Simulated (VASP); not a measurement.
Consider the following.

```yaml
crystal:
  lattice:
    - [0.00000, 1.89700, 1.89700]
    - [1.89700, 0.00000, 1.89700]
    - [1.89700, 1.89700, 0.00000]
  atoms:
    - { symbol: Rh, position: [0.00000, 0.00000, 0.00000] }
```

Computed with r2SCAN+rVV10, VASP's PBE PAW potentials (set 64) (plane waves; VASP 6.6.1). Run with 520 eV cut-off, 18×18×18 Γ-centred mesh, tetrahedra with Blöchl corrections, potentials Rh_pv.

Question: Give the energies of bands 4 to 9 at the high-symmetry points, in eV from the Fermi level.

Answer: 
```
band      Γ      X      U      L      W
----  -----  -----  -----  -----  -----
4     -8.25  -6.62  -5.78  -6.40  -5.26
5     -3.20  -6.24  -4.98  -3.32  -3.97
6     -3.20   0.53  -2.13  -3.32  -3.97
7     -3.20   1.07  -0.76   0.60  -1.29
8     -1.08   1.07   0.42   0.60   1.07
9     -1.08   3.48   8.29   0.88  10.14
```

It has no gap at this level: it comes out as a metal or semimetal.

The compound is Rh in the fcc structure. It was relaxed first.
